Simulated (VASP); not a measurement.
Output of a VASP run:

### OSZICAR
```
...
       N       E                     dE             d eps       ncg     rms          rms(c)
DAV:   1    -0.106851828891E+02   -0.85207E+00   -0.11914E+01  1801   0.724E+01    0.570E+00
DAV:   2    -0.100064157471E+02    0.67877E+00   -0.10239E+00  1776   0.284E+01    0.279E+00
DAV:   3    -0.980053986366E+01    0.20588E+00   -0.25140E-01  1744   0.114E+01    0.708E-01
DAV:   4    -0.978451007714E+01    0.16030E-01   -0.13417E-02  1746   0.210E+00    0.284E-01
DAV:   5    -0.978373964485E+01    0.77043E-03   -0.14310E-03  1836   0.780E-01    0.567E-02
DAV:   6    -0.978375738476E+01   -0.17740E-04   -0.59857E-05  1631   0.622E-02    0.203E-02
DAV:   7    -0.978374625614E+01    0.11129E-04   -0.72802E-06  1616   0.390E-02    0.203E-03
DAV:   8    -0.978374551756E+01    0.73858E-06   -0.16961E-06   803   0.322E-02
   2 F= -.88344339E+01 E0= -.88339731E+01  d E =-.252912E-01
       N       E                     dE             d eps       ncg     rms          rms(c)
DAV:   1    -0.986964750985E+01   -0.85901E-01   -0.92509E-01  1821   0.233E+01    0.146E+00
DAV:   2    -0.982311339300E+01    0.46534E-01   -0.63688E-02  1756   0.618E+00    0.741E-01
DAV:   3    -0.980838306950E+01    0.14730E-01   -0.22307E-02  1726   0.321E+00    0.154E-01
DAV:   4    -0.980737881677E+01    0.10043E-02   -0.11588E-03  1746   0.697E-01    0.647E-02
DAV:   5    -0.980730619488E+01    0.72622E-04   -0.69665E-05  1726   0.142E-01    0.200E-02
DAV:   6    -0.980730563554E+01    0.55934E-06   -0.88010E-06  1346   0.687E-02
   3 F= -.88386727E+01 E0= -.88382375E+01  d E =-.295300E-01
       N       E                     dE             d eps       ncg     rms          rms(c)
DAV:   1    -0.981357830869E+01   -0.62721E-02   -0.36630E-02  1816   0.451E+00    0.293E-01
DAV:   2    -0.981169359971E+01    0.18847E-02   -0.26371E-03  1761   0.128E+00    0.148E-01
DAV:   3    -0.981110447956E+01    0.58912E-03   -0.87657E-04  1736   0.640E-01    0.321E-02
DAV:   4    -0.981106218596E+01    0.42294E-04   -0.44908E-05  1751   0.135E-01    0.134E-02
DAV:   5    -0.981105862769E+01    0.35583E-05   -0.27622E-06  1071   0.302E-02    0.355E-03
DAV:   6    -0.981105849069E+01    0.13700E-06   -0.38865E-07   758   0.109E-02
   4 F= -.88384952E+01 E0= -.88380568E+01  d E =-.293525E-01
       N       E                     dE             d eps       ncg     rms          rms(c)
DAV:   1    -0.980990022615E+01    0.11584E-02   -0.79239E-03  1811   0.208E+00    0.137E-01
DAV:   2    -0.980948983023E+01    0.41040E-03   -0.56641E-04  1766   0.596E-01    0.695E-02
DAV:   3    -0.980936082553E+01    0.12900E-03   -0.18635E-04  1726   0.296E-01    0.151E-02
DAV:   4    -0.980935257883E+01    0.82467E-05   -0.95633E-06  1746   0.623E-02    0.632E-03
DAV:   5    -0.980935237545E+01    0.20338E-06   -0.60381E-07   748   0.146E-02
   5 F= -.88386189E+01 E0= -.88381821E+01  d E =-.294762E-01
       N       E                     dE             d eps       ncg     rms          rms(c)
DAV:   1    -0.980851999517E+01    0.83258E-03   -0.26250E-03  1811   0.120E+00    0.786E-02
DAV:   2    -0.980838478517E+01    0.13521E-03   -0.18838E-04  1766   0.344E-01    0.397E-02
DAV:   3    -0.980834283502E+01    0.41950E-04   -0.61915E-05  1726   0.171E-01    0.869E-03
DAV:   4    -0.980834031044E+01    0.25246E-05   -0.31702E-06  1637   0.359E-02    0.363E-03
DAV:   5    -0.980834033807E+01   -0.27628E-07   -0.22307E-07   743   0.852E-03
   6 F= -.88386575E+01 E0= -.88382216E+01  d E =-.295148E-01
```

**OUTCAR**
```
------------------------ aborting loop because EDIFF is reached ----------------------------------------
  FORCE on cell =-STRESS in cart. coord.  units (eV):
  Direction    XX          YY          ZZ          XY          YZ          ZX
  --------------------------------------------------------------------------------------
  Total        0.9476449      0.9476449      0.9476449      0.0000000      0.0000000     -0.0000000
  in kB       48.8636519     48.8636519     48.8636519      0.0000000      0.0000000     -0.0000000
  external PRESSURE =      -1.1363481 kB  Pullay stress =      50.0000000 kB
  volume of cell :       31.07
      direct lattice vectors                 reciprocal lattice vectors
     3.143813416  0.000000000  0.000000000     0.318085035 -0.000000000  0.000000000
     0.000000000  3.143813416  0.000000000    -0.000000000  0.318085035  0.000000000
    -0.000000000 -0.000000000  3.143813416    -0.000000000 -0.000000000  0.318085035
 POSITION                                       TOTAL-FORCE (eV/Angst)
 -----------------------------------------------------------------------------------
      0.00000      0.00000      0.00000         0.000000     -0.000000      0.000000
      1.57191      1.57191      1.57191        -0.000000      0.000000      0.000000
 -----------------------------------------------------------------------------------
    total drift:                                0.000000      0.000000     -0.000000
  FREE ENERGIE OF THE ION-ELECTRON SYSTEM (eV)
  ---------------------------------------------------
  free  energy   TOTEN  =        -9.8083403381 eV

  energy  without entropy=       -9.8070326681  energy(sigma->0) =       -9.80790445
  enthalpy is  TOTEN    =        -8.8386574964 eV   P V=        0.9696828416

 reached required accuracy - stopping structural energy minimisation
```
(Selected blocks of OUTCAR.)

**POSCAR**
```
SiGe
1
    3.2014183309     0.0000000000     0.0000000000
    0.0000000000     3.2014183309     0.0000000000
    0.0000000000     0.0000000000     3.2014183309
Si Ge
1 1
Direct
  0.0000000000   0.0000000000   0.0000000000
  0.5000000000   0.5000000000   0.5000000000
```

Reconstruct the remaining input files.

This is not unique; one that fits is the input of the run itself, PBEsol GGA, plane waves, VASP's PBE PAW potentials (set 64).

File KPOINTS:
```
Automatic mesh
0
Gamma
  11 11 11
0 0 0
```

### INCAR
```
! general
SYSTEM  = SiGe
PREC    = Accurate
ENCUT   = 500
LREAL   = F
LASPH   = T   ! aspherical one-centre terms

! electronic loop
EDIFF   = 1E-6
NELM    = 100   ! most electronic steps
ALGO    = Normal
LMAXMIX = 4

! smearing
ISMEAR  = 1   ! Methfessel-Paxton
SIGMA   = 0.1   ! width (eV)

! functional
GGA     = PS

! ions
IBRION  = 2   ! conjugate gradients
NSW     = 40
ISIF    = 3
EDIFFG  = -0.02   ! ionic stop
PSTRESS = 50   ! kbar

! output
LWAVE   = F
LCHARG  = F
```

POTCAR, in this order: Si Ge_d (PBE.64 set). Program: vasp_std.

Energy and stress use the plane-wave basis of the starting cell.

The structure was generated: SiGe was put into the CsCl type type (Pm-3m), which need not be its known phase. This run relaxes it under an external pressure of 5 GPa. Symmetry was kept, so distortions that lower it aren't found. VASP warned that the highest band is occupied, so more bands are needed.
